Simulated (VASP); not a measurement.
Shape and ions are relaxed at each volume.

Energy against volume of CuAu (L1_0). Computed with SCAN meta-GGA, VASP's PBE PAW potentials (set 64) (plane waves; VASP).

```csv
V (Å³/atom),E (eV/atom)
13.312,-42.24131
13.737,-42.26763
14.161,-42.27660
14.586,-42.27200
15.011,-42.25686
```

Task: Fit a third-order Birch-Murnaghan equation of state.

Result: 
| Property | Result |
|---|---|
| volume per atom | 14.21 Å³/atom |
| bulk modulus | 165 GPa |
| pressure derivative of the bulk modulus | 7.37 |

The compound is CuAu in the L1_0 structure. It was relaxed first.
